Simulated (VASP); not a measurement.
The system is Sc2Si3.

```xyz
5
Lattice="6.4046 0.0000 0.0000 0.0000 2.0413 3.5291 0.0000 -2.0413 3.5291" Properties=species:S:1:pos:R:3 pbc="T T T"
Sc    1.5129    0.0000    0.0003
Sc    4.8917    0.0000    0.0003
Si    3.2023    0.0000    2.3516
Si    0.0000    0.0000    2.3532
Si    3.2023    0.0000    4.7054
```

The cell comes from a database or a generator and needn't be the stable form of this composition.

* Program: VASP 6.6.1
* Task: single point
* Functional: PBE
* Potentials or basis: VASP PAW PBE potentials, release 64 (Sc_sv, Si)
* Cutoff: 520 eV
* k mesh: 4 × 8 × 8
* Occupations: fermi-dirac, width 0.05 eV
* Spin: no spin polarisation

On this cell: pressure -0.1 GPa; largest force 0.096 eV/Å; band gap on the k mesh none (metal or under the smearing width).

The same run follows on a disturbed copy (atoms moved at random, drawn with an rms of 0.05 Å):

```xyz
5
Lattice="6.4046 0.0000 0.0000 0.0000 2.0413 3.5291 0.0000 -2.0413 3.5291" Properties=species:S:1:pos:R:3 pbc="T T T"
Sc    1.5079    0.0304    0.0646
Sc    4.8959    0.0014    0.0197
Si    3.2225    0.0005    2.4111
Si   -0.0546    0.0165    2.3917
Si    3.2262   -0.0062    4.7010
```

What does the disturbed cell give?

The energy (extrapolated to zero smearing) moves by +7.5 meV/atom; pressure 0.1 GPa; largest force 0.680 eV/Å; band gap on the k mesh none (metal or under the smearing width).

Forces on the atoms (eV/Å):
```
Sc   0.102 -0.133 -0.151
Sc  -0.186  0.038  0.104
Si  -0.061  0.015 -0.595
Si   0.304 -0.027 -0.009
Si  -0.159  0.106  0.652
```

Stress tensor (GPa, compression positive):
```
 0.18  0.04  0.04
 0.04 -0.68 -0.02
 0.04 -0.02  0.94
```
